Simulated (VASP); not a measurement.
Crystal: Na3H8.

```
Na H
1.0
     0.00000    3.74736    3.74736
     3.74736    0.00000    3.74736
     3.74736    3.74736    0.00000
Na H
3 8
Direct
  0.25000 0.25000 0.25000
  0.75000 0.75000 0.75000
  0.00000 0.00000 0.00000
  0.38184 0.38184 0.38184
  0.38184 0.38184 0.85447
  0.38184 0.85447 0.38184
  0.85447 0.38184 0.38184
  0.61816 0.61816 0.14553
  0.61816 0.61816 0.61816
  0.61816 0.14553 0.61816
  0.14553 0.61816 0.61816
```

The cell was built by a generator and needn't be a form met in nature.

The cell isn't the ideal one: random cell by space group and Wyckoff sites (Fm-3m, No. 225).

| Quantity | Value |
| --- | --- |
| Program | VASP 6.6.1 |
| Task | relaxation of cell and atoms |
| Functional | PBE |
| Potentials or basis | VASP PAW PBE potentials, release 64 (Na_pv, H) |
| Cutoff | 600 eV |
| k mesh | 4 × 4 × 4 |
| Occupations | gaussian, width 0.1 eV |
| Spin | no spin polarisation |

At the start: pressure 8.7 GPa; volume 9.57 Å³/atom.

Question: Where does the relaxation end?

Answer: Over 12 steps the energy falls by 419.8 meV/atom and the volume is 16.02 Å³/atom (+67.4 %); space group Fm-3m (No. 225, to 0.05 Å).

The path:
```
step  energy change (eV)  largest force (eV/Å)  pressure (GPa)  volume (Å³)
   1              0.0000                2.3824            8.72       105.25
   2             -1.9833                1.3489            2.89       113.38
   3             -3.2838                0.4345           -1.46       128.13
   4             -3.4329                0.4766           -1.91       132.60
   5             -3.7762                0.5583           -1.96       141.84
   6             -4.5811                0.0640            0.56       161.60
   7             -4.4038                0.8997            2.54       169.17
   8             -4.5860                0.0819            0.89       162.90
   9             -4.5998                0.0947            0.21       167.08
  10             -4.5998                0.1009            0.18       167.24
  11             -4.6077                0.0768            0.13       169.85
  12             -4.6177                0.0137            0.05       176.20
```

Final structure:
```xyz
11
Lattice="0.0000 4.4497 4.4497 4.4497 0.0000 4.4497 4.4497 4.4497 0.0000" Properties=species:S:1:pos:R:3 pbc="T T T"
Na    2.2248    2.2248    2.2248
Na    6.6745    6.6745    6.6745
Na    0.0000    0.0000    0.0000
H     3.8740    3.8740    3.8740
H     5.0253    5.0253    3.8740
H     5.0253    3.8740    5.0253
H     3.8740    5.0253    5.0253
H     3.8740    3.8740    5.0253
H     5.0253    5.0253    5.0253
H     3.8740    5.0253    3.8740
H     5.0253    3.8740    3.8740
```

Caveat: the k mesh is coarse (spacing up to 0.36 Å⁻¹), so the values aren't converged; the volume moved by over 15 % at a fixed basis, so the end points are rough.
